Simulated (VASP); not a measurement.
Input:

```
CELL_PARAMETERS angstrom
      0.00000     2.89628     2.89628
      2.89628     0.00000     2.89628
      2.89628     2.89628     0.00000
ATOMIC_POSITIONS crystal
  Sr 0.00000 0.00000 0.00000
```

All values below come from PBEsol GGA, VASP's PBE PAW potentials (set 64) (plane waves; VASP). Numerical set-up: 520 eV cut-off, 8×8×8 Γ-centred mesh, Gaussian smearing of 0.050 eV, potentials Sr_sv.

Question: The job: Sr (fcc), 1 atom, PBEsol, static run, 520 eV, 8×8×8 Γ-centred mesh. Roughly how much core time does it take on a busy server core?

Answer: About 30 core-seconds (one run on a shared machine, a rough figure). It had 29 irreducible k-points, 9 bands, up to 1325 plane waves and 13 electronic steps.

The compound is Sr in the fcc structure. This cell is one point of a volume scan, at 0.94 of the reference volume.
